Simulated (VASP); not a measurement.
Input:

```
IrO2
1.0
    4.51131     0.00000     0.00000
    0.00000     4.51131     0.00000
    0.00000     0.00000     3.18772
Ir O
2 4
Direct
  0.00000   0.00000   0.00000
  0.50000   0.50000   0.50000
  0.30870   0.30870   0.00000
  0.80870   0.19130   0.50000
  0.19130   0.80870   0.50000
  0.69130   0.69130   0.00000
```

These are optB86b-vdW, VASP's PBE PAW potentials (set 64) (plane waves; VASP) values and carry that method's errors. Numerical set-up: 520 eV cut-off, Gaussian smearing of 0.050 eV, potentials Ir O.

### Question
Give the energies of bands 11 to 24 at the high-symmetry points, in eV from the Fermi level.

### Answer

| band | Γ | X | M | Z | R | A |
|---|---|---|---|---|---|---|
| 11 | -4.78 | -6.04 | -5.11 | -5.57 | -5.34 | -5.54 |
| 12 | -4.78 | -6.04 | -5.11 | -5.57 | -5.34 | -5.54 |
| 13 | -3.50 | -5.13 | -4.25 | -5.42 | -5.00 | -4.23 |
| 14 | -2.82 | -5.13 | -4.25 | -5.42 | -5.00 | -4.23 |
| 15 | -2.82 | -3.05 | -3.47 | -3.90 | -3.26 | -3.15 |
| 16 | -2.53 | -3.05 | -3.47 | -3.90 | -3.26 | -3.15 |
| 17 | -2.39 | -1.60 | -2.43 | -1.91 | -2.70 | -1.81 |
| 18 | -2.39 | -1.60 | -2.43 | -1.91 | -2.70 | -1.81 |
| 19 | -2.31 | -1.27 | -2.35 | -0.66 | -1.78 | -1.18 |
| 20 | -2.23 | -1.27 | -2.35 | -0.66 | -1.78 | -1.18 |
| 21 | -2.14 | -0.29 | 0.20 | 0.26 | 0.53 | -0.47 |
| 22 | 0.73 | -0.29 | 0.20 | 0.26 | 0.53 | -0.47 |
| 23 | 1.21 | 3.51 | 2.45 | 2.18 | 1.07 | 2.13 |
| 24 | 4.08 | 3.53 | 2.45 | 2.18 | 1.07 | 2.13 |

It has no gap at this level: it comes out as a metal or semimetal.

The compound is IrO2 in the rutile structure. It was relaxed first.
